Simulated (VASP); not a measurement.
Here is the system:

```xyz
2
Lattice="2.8051 0.0000 0.0000 0.0000 2.8051 0.0000 0.0000 0.0000 3.5121" Properties=species:S:1:pos:R:3 pbc="T T T"
Cu     0.0000     0.0000     0.0000
Au     1.4025     1.4025     1.7560
```

The numbers are results of LDA (Ceperley-Alder, Perdew-Zunger), VASP's LDA PAW potentials (set 64) (plane waves; VASP 6.6.1), not measurements. Numerical set-up: 520 eV cut-off, 13×13×10 Γ-centred mesh, first-order Methfessel-Paxton smearing of 0.10 eV, potentials Cu Au.

Problem. The ions and cell shape at fixed volume are relaxed. Predict the relaxed structure.

Solution. 
```xyz
2
Lattice="2.7595 0.0000 0.0000 0.0000 2.7595 0.0000 0.0000 0.0000 3.6290" Properties=species:S:1:pos:R:3 pbc="T T T"
Cu     0.0000     0.0000     0.0000
Au     1.3797     1.3797     1.8145
```
Space group P4/mmm (123), at a tolerance of 0.03 Å.

Problem. How much energy does the relaxation gain?

Solution. The energy (σ→0) changes by -3.0 meV/atom, in 7 ionic steps.

The compound is CuAu in the L1_0 structure. This run relaxes it. Symmetry was kept, so distortions that lower it aren't found.
